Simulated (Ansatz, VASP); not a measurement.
## Cross-check of Hf (Hafnium) between VASP and Ansatz

Aim: how closely do two programs agree when they are given the same cell, functional and k mesh? The cell is taken from a series of runs on this material, whose earlier steps may have relaxed, scaled, displaced or heated it; both programs get it as it stands.

Calculated with Ansatz 0.2.0; plane waves, with VASP 6.6.1 beside it; zone-centre phonons at PBEsol.

**1. The structure**

Symmetry: P6_3/mmc, No. 194, hexagonal system. Conventional cell: a = 3.197 Å, b = 3.197 Å, c = 5.058 Å, α = 90.00°, β = 90.00°, γ = 120.00°. Hf has 12 Hf at 3.13 to 3.20 Å nearest.

**2. Ansatz: zone-centre phonons, PBEsol**

Ansatz runs on its default PAW (the set named soft_2) files.

Second derivatives magnify differences that forces hide, and they need a tight electronic threshold.

input.yaml

```yaml
crystal:
  lattice:
    - [3.1967, 0.0, 0.0]
    - [-1.59835, 2.7684234083, 0.0]
    - [0.0, 0.0, 5.0578]
  atoms:
    - { symbol: Hf, position: [0.3333333333, 0.6666666667, 0.25] }
    - { symbol: Hf, position: [0.6666666667, 0.3333333333, 0.75] }
kpoints:
  mp_grid: { grid: [18, 18, 10] }
hamiltonian:
  xc: pbesol
scf:
  occupations: { method: methfessel_paxton, width: 0.2 }
output:
  eigenvalues: true
phonons:
  method: dfpt
```

Run with:

```console
$ ansatz run input.yaml --threads 8 --pin off --max-ram 14336MiB --backend cpu --events-out ev --progress --plain --runs-dir out
```

Numbers of over 12 decimals in the logs are rounded to 6 here.

What it wrote:

```text
zone centre: on kpoints.mp_grid the ground state, and the responses unless they are solved on pairs of k-points, stand on 546 of the mesh's 3240 k-points, reduced under 4 symmetry operations, with k and −k counted as one. Each operation leaves every solved displacement unchanged or reverses it
Engine: ansatz 0.2.0, x86_64-unknown-linux-gnu
Pseudopotentials: kind: paw
Pseudopotential: Hf, paw, valence charge 26, recommended cutoff 420 eV (normal), Hf.paw.azcp
Functional definition: PBEsol
  exchange = pbesol_x
  correlation = pbesol_c
Crystal: 2 atoms, lattice volume = 44.761 Å³
Basis set: ecut = 420 eV, 881 PW (Γ), exchange–correlation on 48×48×72 points (8 copies of the dense FFT grid, shifted against one another)
Bands: 32, of which v1, the nominal top of the filled ones, is band 26 counted from 1 (25 counted from 0)
Symmetry: 24 space group operations
k-points: 546 of 3240 (irreducible under 4 space group operations, time reversal used)
Non-local potential: Hf, projectors of the file, l = 0: 3, l = 1: 2, l = 2: 2, l = 3: 3
PAW form: soft (Blöchl's): semilocal exchange-correlation on the pseudo side does not see the compensation charge
PAW frozen core: Hf, regenerated for the run's functional, and the local potential with it (the file was generated under x = pbe(κ = 0.804, μ = 0.219515), c = pbe(β = 0.066725))
PAW one-centre angular grid: Hf, 590 points (default); XC on 64 Gauss nodes
Initial density: superposition of atomic densities (neutral atoms: chi_scale 0, normalization atom), corrected by the library's trained network
Initial wavefunctions: pseudopotential atomic-orbital guess
Functional: x = pbesol(κ = 0.804, μ = 0.123457), c = pbesol(β = 0.046)
SCF iter   1: F=—  HF=-31196.030918 eV  |F-HF|=—  |Δ(HF+E_count)|=         —  Δρ=3.07e-3  dr2=1.99e-3  ethr=1.77e-3  ⟨swp⟩=4.1  Hψ=56320  notcnv=0
preconditioner: auto → Kerker (q_TF=auto, 2.797 Å⁻¹)  [metal: Δε(μ)=0.019 eV  Ē_g=17.513 eV  σ=0.200 eV  W_gap=0.08  n_scr=22 (ndim 8)  ℏωp=38.5 eV  f_vac=0.000  D(μ)=1.44/eV (n_scr^D=8)]
SCF iter   2: F=—  HF=-31196.031294 eV  |F-HF|=—  |Δ(HF+E_count)|=   3.76e-4  S|Δr|=    0.00e0  Δρ=1.82e-3  dr2=6.86e-4  ethr=3.82e-6  ⟨swp⟩=2.3  Hψ=35628  notcnv=0
SCF iter   3: F=—  HF=-31196.031480 eV  |F-HF|=—  |Δ(HF+E_count)|=   1.86e-4  S|Δr|=    0.00e0  Δρ=6.11e-4  dr2=1.36e-4  ethr=1.32e-6  ⟨swp⟩=2.1  Hψ=27272  notcnv=0
SCF iter   4: F=—  HF=-31196.031423 eV  |F-HF|=—  |Δ(HF+E_count)|=   5.69e-5  S|Δr|=    0.00e0  Δρ=1.70e-4  dr2=9.62e-6  ethr=2.62e-7  ⟨swp⟩=2.0  Hψ=31168  notcnv=0
SCF iter   5: F=—  HF=-31196.031425 eV  |F-HF|=—  |Δ(HF+E_count)|=   2.57e-6  S|Δr|=    0.00e0  Δρ=3.00e-5  dr2=2.99e-7  ethr=1.85e-8  ⟨swp⟩=2.0  Hψ=31473  notcnv=0
SCF iter   6: F=—  HF=-31196.031424 eV  |F-HF|=—  |Δ(HF+E_count)|=   1.16e-6  S|Δr|=    0.00e0  Δρ=1.54e-5  dr2=8.25e-8  ethr=5.75e-10  ⟨swp⟩=2.1  Hψ=30159  notcnv=0
SCF iter   7: F=—  HF=-31196.031424 eV  |F-HF|=—  |Δ(HF+E_count)|=   3.29e-8  S|Δr|=    0.00e0  Δρ=2.18e-6  dr2=2.60e-9  ethr=1.59e-10  ⟨swp⟩=2.0  Hψ=27999  notcnv=0
SCF iter   8: F=—  HF=-31196.031424 eV  |F-HF|=—  |Δ(HF+E_count)|=  2.69e-10  S|Δr|=    0.00e0  Δρ=8.98e-7  dr2=2.43e-10  ethr=4.99e-12  ⟨swp⟩=2.1  Hψ=31624  notcnv=0
SCF iter   9: F=-31196.031424 eV  HF=-31196.031424 eV  |F-HF|=1.46e-11  |Δ(HF+E_count)|=  1.24e-10  S|Δr|=    0.00e0  Δρ=1.55e-7  dr2=8.60e-12  ethr=1.00e-12  ⟨swp⟩=6.6  Hψ=106282  notcnv=0
SCF 1 converged in 9 iterations: F = -31196.031424 eV  dr2 = 8.60e-12
  greatest PAW one-centre occupation: 0.998 electrons in one spin orbital (limit 2), on the Hf atom at site 1 (counted from 0), in its partial waves of l = 0
DFPT response loops at Γ: preconditioner auto → Kerker (q_TF=auto, 2.797 Å⁻¹) (partly filled bands, converged f_vac=0.000); β = 1.00, the filter's whole step (`scf.mixing.beta` (0.50) is not read by the response loops under this deck's `scf.mixing.preconditioner`; to damp them name `kerker` or `kerker_dos`, under which they read `scf.mixing.beta`, and type it under 1.00, their step now; both keys bind the ground state too); Broyden in place of MSR1
SCF converged after 9 iterations
Stability not checked: this state was not tested for a lower state beside it, because cold or Methfessel-Paxton smearing, or corrected tetrahedra, fill the levels in a way that the test cannot read (fill_not_monotonic; see scf.lower_state_search)
Free energy (F): -31196.031424 eV
Harris-Foulkes:  -31196.031424 eV  (|F-HF|=1.46e-11)
Internal energy: -31196.035753 eV  (E = F + TS)
E sigma→0 (E₀):  -31196.032506 eV
Entropy (-TS):   0.004329 eV (2.164 meV/atom)
Fermi energy:    19.750563 eV
Step filling:    the computed levels leave a gap of 0.0000 eV = 0.0 smearing widths at the electron count; against every level under it full and every level over it empty, smearing changes F+E_penalty+E_count by +1.635 meV and its σ→0 estimate by +0.553 meV
--- Per-component energies (eV) ---
  E_band       = 64.796199
  E_kinetic    = 848.454969
  E_local      = -10157.347994  (includes V_loc(G=0)·N_el)
  E_nonlocal   = -2477.488231
  E_hartree    = 4772.380392
  E_xc         = -595.239646
  E_vxc        = -531.562007  (∫ρ·V_xc dr)
  E_paw        = -13614.577194  (= ΣΔE_a)
  E_vpaw       = 2837.978894  (= ΣTr[D̂ρ^β])
  E_aug_tail   = -0.000003  (compensation charges beyond the density's cutoff)
  E_ewald      = -9974.720229
  E_core_change = 2.502183  (= ΣΔE_core)
  E_smearing   = 0.004329  (= −TS)
  E_closure    = -0.000000  (closes the sum)
  Σ components = -31196.031424   (vs F -31196.031424, Δ=0.00e0)
--- Band table (eV; the first three rows and the last of 546) ---
  k-point 0: bands = [... 22 lower, 12.3542, 16.0163, 20.3981, 20.8918, 20.8918, 21.1702, 21.7117, 21.7117, ... 2 higher]
  k-point 1: bands = [... 22 lower, 12.4467, 15.9695, 20.2608, 20.8345, 20.8345, 21.0894, 21.6334, 21.6334, ... 2 higher]
  k-point 2: bands = [... 22 lower, 12.7180, 15.8029, 19.9655, 20.7299, 20.7299, 20.8636, 21.4345, 21.4345, ... 2 higher]
  k-point 545: bands = [... 22 lower, 17.0176, 17.0176, 18.9583, 18.9583, 19.6276, 19.6276, 21.9529, 21.9529, ... 2 higher]
--- Phonons (Γ-DFPT): 2 representative perturbations + reference, on 546 of 3240 k-points (Σ response iterations 6) ---
  k mesh reduced under 4 symmetry operations, with k and −k counted as one. Each operation leaves every solved displacement unchanged or reverses it
  ASR residual: 4.444e-6 → 0.000e0 eV/Å²; symmetrization residual: 8.165e-12 eV/Å²
  ASR residual per site (eV/Å²): 4.44e-6 4.44e-6
  Γ frequencies (cm⁻¹): 0.00 0.00 0.00 79.52 79.52 88.99
  non-analytic LO–TO correction: not included (Born effective charges unavailable; polar crystals: no LO–TO splitting at Γ)
```

**3. VASP: zone-centre phonons, PBEsol**

The same cell, functional, mesh and smearing now go to VASP, with its own data sets.

Lines of VASP's logs that name or quote its potential files are left out, and so is its time.

INCAR

```
SYSTEM = Hf
PREC = Accurate
ENCUT = 500
EDIFF = 1E-08
NELM = 120
ISMEAR = 1
SIGMA = 0.2
LREAL = .FALSE.
ALGO = Normal
GGA = PS
NBANDS = 16
LASPH = .TRUE.
LORBIT = 11
LWAVE = .FALSE.
LCHARG = .FALSE.
ISIF = 2
IBRION = 8
GGA_COMPAT = .FALSE.
KPAR = 2
```

POSCAR

```
Hf
1.0
    3.1967000000      0.0000000000      0.0000000000
   -1.5983500000      2.7684234083      0.0000000000
    0.0000000000      0.0000000000      5.0578000000
Hf
2
Direct
    0.3333333334      0.6666666668      0.2500000000
    0.6666666668      0.3333333334      0.7500000000
```

KPOINTS

```
Automatic mesh
0
Gamma
18 18 10
0 0 0
```

PAW data sets: Hf_pv (PBE family, release 64).

Run with:

```console
$ mpirun -np 2 vasp_std
```

What it wrote:

```text
[banner, memory and clock lines left out]
running    2 mpi-ranks, on    1 nodes
 distrk:  each k-point on    1 cores,    2 groups
 distr:  one band on    1 cores,    1 groups

 POSCAR found type information on POSCAR Hf
 POSCAR found :  1 types and       2 ions
|                                                                             |
|               ----> ADVICE to this user running VASP <----                  |
|                                                                             |
|     You enforced a specific xc type in the INCAR file but a different       |
|     [... a line on the potential file left out ...]
|     I HOPE YOU KNOW WHAT YOU ARE DOING!                                     |
|                                                                             |

 LDA part: xc-table for (Slater+PW92), standard interpolation
 POSCAR, INCAR and KPOINTS ok, starting setup
 FFT: planning ... GRIDC
 FFT: planning ... GRID_SOFT
 FFT: planning ... GRID
 WAVECAR not read
 entering main loop
       N       E                     dE             d eps       ncg     rms          rms(c)
DAV:   1     0.466201023807E+02    0.46620E+02   -0.11315E+04  7104   0.115E+03
DAV:   2    -0.201577237333E+02   -0.66778E+02   -0.65339E+02  9432   0.249E+02
DAV:   3    -0.217717970485E+02   -0.16141E+01   -0.16069E+01  9456   0.268E+01
DAV:   4    -0.217841897122E+02   -0.12393E-01   -0.12391E-01  8824   0.289E+00
DAV:   5    -0.217843493470E+02   -0.15963E-03   -0.15962E-03  9400   0.271E-01    0.654E+01
DAV:   6    -0.211977869515E+02    0.58656E+00   -0.54508E-01  8528   0.484E+00    0.387E+01
DAV:   7    -0.209943115211E+02    0.20348E+00   -0.89316E-01  8736   0.595E+00    0.185E+00
DAV:   8    -0.209831882124E+02    0.11123E-01   -0.57309E-02  8240   0.163E+00    0.387E-01
DAV:   9    -0.209832889092E+02   -0.10070E-03   -0.11939E-03  9792   0.255E-01    0.197E-01
DAV:  10    -0.209832786448E+02    0.10264E-04   -0.48038E-05  8576   0.494E-02    0.199E-01
DAV:  11    -0.209832798366E+02   -0.11918E-05   -0.48614E-06  9592   0.157E-02    0.108E-02
DAV:  12    -0.209832799246E+02   -0.87988E-07   -0.41720E-07  8592   0.435E-03    0.460E-03
DAV:  13    -0.209832798595E+02    0.65094E-07   -0.13826E-08  7224   0.927E-04    0.174E-03
DAV:  14    -0.209832798349E+02    0.24565E-07   -0.14730E-09  5208   0.324E-04    0.192E-04
DAV:  15    -0.209832798328E+02    0.20957E-08   -0.21159E-10  5032   0.117E-04
   1 F= -.20983280E+02 E0= -.20984719E+02  d E =0.431828E-02
 Linear response reoptimize wavefunctions to high precision
DAV:   1    -0.209832798321E+02    0.73555E-09   -0.41327E-11  5208   0.544E-05
DAV:   2    -0.209832798321E+02   -0.11596E-10   -0.82348E-12  4464   0.238E-05
 Linear response DOF=           2
 Linear response progress:
  Degree of freedom:   1/  2
       N       E                     dE             d eps       ncg     rms          rms(c)
RMM:   1    -0.202535671737E+00   -0.20254E+00    0.45556E+00 32337   0.120E+01
RMM:   2    -0.208574569480E+00   -0.60389E-02   -0.38216E-02 48345   0.123E+00    0.564E-01
RMM:   3    -0.207712825523E+00    0.86174E-03   -0.45472E-03 60529   0.270E-01    0.122E-01
RMM:   4    -0.207334091056E+00    0.37873E-03   -0.51956E-04 72050   0.931E-02    0.184E-01
RMM:   5    -0.206887897782E+00    0.44619E-03   -0.46154E-05 65744   0.420E-02    0.168E-02
RMM:   6    -0.206794156272E+00    0.93742E-04   -0.14103E-05 74585   0.155E-02    0.316E-02
RMM:   7    -0.206797238384E+00   -0.30821E-05   -0.19459E-05 67199   0.542E-03    0.222E-02
RMM:   8    -0.206789706043E+00    0.75323E-05    0.11841E-06 68897   0.185E-03    0.140E-02
RMM:   9    -0.206788070770E+00    0.16353E-05   -0.17550E-06 70405   0.967E-04    0.340E-03
RMM:  10    -0.206788128923E+00   -0.58153E-07   -0.22353E-06 74188   0.370E-04    0.630E-04
RMM:  11    -0.206788479399E+00   -0.35048E-06   -0.12206E-06 72096   0.137E-04    0.857E-04
RMM:  12    -0.206788522313E+00   -0.42913E-07   -0.65139E-07 69840   0.679E-05    0.104E-04
RMM:  13    -0.206788564913E+00   -0.42601E-07   -0.29272E-07 72931   0.395E-05    0.738E-05
RMM:  14    -0.206788581354E+00   -0.16441E-07   -0.13585E-07 65931   0.249E-05    0.482E-06
RMM:  15    -0.206788588683E+00   -0.73293E-08   -0.77198E-08 59219   0.188E-05    0.179E-05
 first order change of Fermi-energy  -0.28478E-05
 force on displaced ion       1 direction 1 :  -2.107  -0.000   0.000
 Linear response progress:
  Degree of freedom:   2/  2
       N       E                     dE             d eps       ncg     rms          rms(c)
RMM:   1    -0.243182078652E+00   -0.24318E+00    0.48054E+00 11000   0.124E+01
RMM:   2    -0.253871519045E+00   -0.10689E-01   -0.44135E-02 16442   0.127E+00    0.707E-01
RMM:   3    -0.253075203987E+00    0.79632E-03   -0.38782E-03 19373   0.285E-01    0.193E-01
RMM:   4    -0.252832455768E+00    0.24275E-03   -0.47338E-04 23056   0.100E-01    0.204E-01
RMM:   5    -0.252538703959E+00    0.29375E-03    0.36397E-05 22395   0.430E-02    0.509E-02
RMM:   6    -0.252417089913E+00    0.12161E-03    0.38859E-06 19868   0.217E-02    0.517E-02
RMM:   7    -0.252436910546E+00   -0.19821E-04   -0.15730E-05 21739   0.653E-03    0.243E-02
RMM:   8    -0.252442594805E+00   -0.56843E-05    0.74217E-06 23042   0.325E-03    0.659E-03
RMM:   9    -0.252432250806E+00    0.10344E-04    0.19458E-06 22536   0.201E-03    0.296E-03
RMM:  10    -0.252431729828E+00    0.52098E-06    0.62461E-07 23075   0.576E-04    0.810E-04
RMM:  11    -0.252431733278E+00   -0.34501E-08   -0.20340E-07 23653   0.236E-04    0.126E-04
RMM:  12    -0.252431738397E+00   -0.51189E-08   -0.68522E-07 23873   0.894E-05    0.146E-04
RMM:  13    -0.252431729617E+00    0.87803E-08   -0.48926E-07 23500   0.466E-05    0.143E-05
RMM:  14    -0.252431743755E+00   -0.14139E-07   -0.30154E-07 23345   0.269E-05    0.270E-05
RMM:  15    -0.252431752658E+00   -0.89026E-08   -0.31551E-07 21972   0.191E-05    0.708E-06
RMM:  16    -0.252431752621E+00    0.37394E-10   -0.21489E-07 18165   0.151E-05    0.406E-07
RMM:  17    -0.252431757551E+00   -0.49306E-08   -0.24657E-07 14988   0.133E-05    0.789E-07
RMM:  18    -0.252431757704E+00   -0.15300E-09   -0.21672E-07 13953   0.124E-05    0.153E-07
RMM:  19    -0.252431757606E+00    0.98033E-10   -0.20196E-07 12967   0.118E-05    0.278E-07
RMM:  20    -0.252431758255E+00   -0.64892E-09   -0.18572E-07 11955   0.115E-05    0.368E-07
RMM:  21    -0.252431758131E+00    0.12405E-09   -0.19711E-07 11318   0.113E-05    0.755E-08
 first order change of Fermi-energy  -0.15311E-03
 force on displaced ion       1 direction 3 :  -0.000   0.000  -2.476
 Linear response finished
```

(Part 1 of 2 ends here.)

[Lines on the potential files, build, host, timing and source positions are cut from VASP's logs without a mark.]

[Logs are printed without paths, hosts, clocks, repeated set-up lines and the standing remarks that a program may print on its own settings, such as how far it seeks lower states.]

[Hosts, paths, dates, database ids (printed as entryN), source tags and the programs' standing remarks are cut or masked in the printed files.]
